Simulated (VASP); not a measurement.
Consider the following.

```xyz
2
Lattice="0.0000 3.1906 3.1906 3.1906 0.0000 3.1906 3.1906 3.1906 0.0000" Properties=species:S:1:pos:R:3 pbc="T T T"
K      0.0000     0.0000     0.0000
Cl     3.1906     3.1906     3.1906
```

Level of theory: PBE GGA, VASP's PBE PAW potentials (set 64) (plane waves; VASP 6.6.1). Settings: PREC = Normal, EDIFF = 1E-5, 400 eV cut-off, 8×8×8 Γ-centred mesh, Gaussian smearing of 0.050 eV, potentials K_sv Cl.

**Question.** Predict the energy per atom (σ→0), band gap (on the k-mesh) with the smallest direct gap where there is one.

**Answer.** 
```json
{
 "band gap (on the k-mesh)": "5.05 eV",
 "smallest direct gap (on the k-mesh)": "5.05 eV",
 "energy per atom (σ→0)": "-328.6 kJ/mol of atoms"
}
```

Only differences to runs with the same potentials and settings are physical.

The compound is KCl in the rock salt structure. It was relaxed first.
